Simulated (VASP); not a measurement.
Level of theory: revPBE GGA, VASP's PBE PAW potentials (set 64) (plane waves; VASP).

A VASP calculation is set up with these files.

**KPOINTS**
```
Automatic mesh
0
Gamma
15 15 15
0 0 0
```

POSCAR:
```
HfC
3.2995570
  0.0000000000   0.7071067465   0.7071067465
  0.7071067465   0.0000000000   0.7071067465
  0.7071067465   0.7071067465   0.0000000000
Hf C
1 1
direct
  0.0000000000   0.0000000000   0.0000000000
  0.5000000000   0.5000000000   0.5000000000
```

INCAR:
```
LCHARG  =  .TRUE.
PREC  =  Accurate
GGA  =  RE   # revPBE
ISMEAR  =  -5   # tetrahedra, Bloechl
SYSTEM  =  HfC
NEDOS  =  601   # DOS grid
NELM  =  100   # most electronic steps
ALGO  =  Normal   # blocked Davidson
ISIF  =  2   # forces and stress, cell fixed
LORBIT  =  11   # lm-projected
LMAXMIX  =  6   # l cut-off of mixed one-centre charges
LWAVE  =  .FALSE.
LASPH  =  .TRUE.   # aspherical one-centre terms
EDIFF  =  1E-7
LREAL  =  .FALSE.   # projection in real space or not
ENCUT  =  520   # plane-wave cut-off (eV)
```

POTCAR, in this order: Hf_pv C (PBE.64 set). Program: vasp_std.

The run wrote:

File OUTCAR:
```
 ion  position               nearest neighbor table
   1  0.000  0.000  0.000-   2 2.33   2 2.33   2 2.33   2 2.33   2 2.33   2 2.33
   2  0.500  0.500  0.500-   1 2.33   1 2.33   1 2.33   1 2.33   1 2.33   1 2.33
  LATTYP: Found a face centered cubic cell.
 ALAT       =     4.6662780304
 Subroutine PRICEL returns:
 Original cell was already a primitive cell.
 Subroutine GETGRP returns: Found 48 space group operations
The static configuration has the point symmetry O_h .
The dynamic configuration has the point symmetry O_h .
 Subroutine INISYM returns: Found 48 space group operations
 Subroutine IBZKPT returns following result:
 Found    120 irreducible k-points:

 Following reciprocal coordinates:
            Coordinates               Weight
  0.000000  0.000000  0.000000      1.000000
  0.066667  0.000000  0.000000      8.000000
  0.133333  0.000000  0.000000      8.000000
  0.200000  0.000000  0.000000      8.000000
  0.266667  0.000000  0.000000      8.000000
  0.333333  0.000000  0.000000      8.000000
  0.400000  0.000000  0.000000      8.000000
  0.466667  0.000000  0.000000      8.000000
  0.066667  0.066667  0.000000      6.000000
  0.133333  0.066667  0.000000     24.000000
  0.200000  0.066667  0.000000     24.000000
  0.266667  0.066667  0.000000     24.000000
  0.333333  0.066667  0.000000     24.000000
  0.400000  0.066667  0.000000     24.000000
  0.466667  0.066667  0.000000     24.000000
 -0.466667  0.066667  0.000000     24.000000
 -0.400000  0.066667  0.000000     24.000000
 -0.333333  0.066667  0.000000     24.000000
 -0.266667  0.066667  0.000000     24.000000
 -0.200000  0.066667  0.000000     24.000000
 -0.133333  0.066667  0.000000     24.000000
 -0.066667  0.066667  0.000000     12.000000
  0.133333  0.133333  0.000000      6.000000
  0.200000  0.133333  0.000000     24.000000
...
```

File OSZICAR:
```
       N       E                     dE             d eps       ncg     rms          rms(c)
DAV:   1     0.225885267383E+02    0.22589E+02   -0.78082E+03  2664   0.121E+03
DAV:   2    -0.217236967825E+02   -0.44312E+02   -0.42614E+02  3352   0.212E+02
DAV:   3    -0.234052138166E+02   -0.16815E+01   -0.16661E+01  3388   0.316E+01
DAV:   4    -0.234212503874E+02   -0.16037E-01   -0.16026E-01  3196   0.327E+00
DAV:   5    -0.234214534319E+02   -0.20304E-03   -0.20303E-03  3474   0.301E-01    0.560E+01
DAV:   6    -0.203604269931E+02    0.30610E+01   -0.19732E+01  2957   0.228E+01    0.401E+01
DAV:   7    -0.203057869835E+02    0.54640E-01   -0.60421E-01  3076   0.608E+00    0.243E+01
DAV:   8    -0.203020359216E+02    0.37511E-02   -0.60803E-02  2969   0.249E+00    0.573E+00
DAV:   9    -0.202960632597E+02    0.59727E-02   -0.29100E-02  3008   0.103E+00    0.179E+00
DAV:  10    -0.202958785555E+02    0.18470E-03   -0.90141E-04  3119   0.263E-01    0.342E-01
DAV:  11    -0.202958667950E+02    0.11760E-04   -0.18728E-04  3053   0.992E-02    0.820E-02
DAV:  12    -0.202958655214E+02    0.12737E-05   -0.92241E-06  3113   0.261E-02    0.707E-02
DAV:  13    -0.202958648008E+02    0.72058E-06   -0.58720E-07  3151   0.789E-03    0.264E-03
DAV:  14    -0.202958647725E+02    0.28250E-07   -0.79467E-09  1527   0.954E-04
   1 F= -.20295865E+02 E0= -.20295865E+02  d E =0.000000E+00
```

File OUTCAR:
```
------------------------ aborting loop because EDIFF is reached ----------------------------------------
  FORCE on cell =-STRESS in cart. coord.  units (eV):
  Direction    XX          YY          ZZ          XY          YZ          ZX
  --------------------------------------------------------------------------------------
  Total       -0.0085643     -0.0085643     -0.0085643     -0.0000000     -0.0000000      0.0000000
  in kB       -0.5401933     -0.5401933     -0.5401933     -0.0000000     -0.0000000      0.0000000
  external PRESSURE =      -0.5401933 kB  Pullay stress =       0.0000000 kB
  volume of cell :       25.40
      direct lattice vectors                 reciprocal lattice vectors
     0.000000000  2.333139015  2.333139015    -0.214303561  0.214303561  0.214303561
     2.333139015  0.000000000  2.333139015     0.214303561 -0.214303561  0.214303561
     2.333139015  2.333139015  0.000000000     0.214303561  0.214303561 -0.214303561
 POSITION                                       TOTAL-FORCE (eV/Angst)
 -----------------------------------------------------------------------------------
      0.00000      0.00000      0.00000         0.000000      0.000000      0.000000
      2.33314      2.33314      2.33314        -0.000000     -0.000000     -0.000000
 -----------------------------------------------------------------------------------
    total drift:                                0.000000      0.000000      0.000000
  FREE ENERGIE OF THE ION-ELECTRON SYSTEM (eV)
  ---------------------------------------------------
  free  energy   TOTEN  =       -20.2958647725 eV

  energy  without entropy=      -20.2958647725  energy(sigma->0) =      -20.29586477

 total charge

# of ion       s       p       d       tot
------------------------------------------
    1        0.309   6.603   1.636   8.548
    2        0.878   1.507   0.000   2.385
--------------------------------------------------
tot          1.187   8.109   1.636  10.932
```
(Selected blocks of OUTCAR.)

For a metal the tetrahedron method with Blöchl corrections gives inexact stress and forces.

The compound is HfC in the rock salt structure. It was relaxed first.
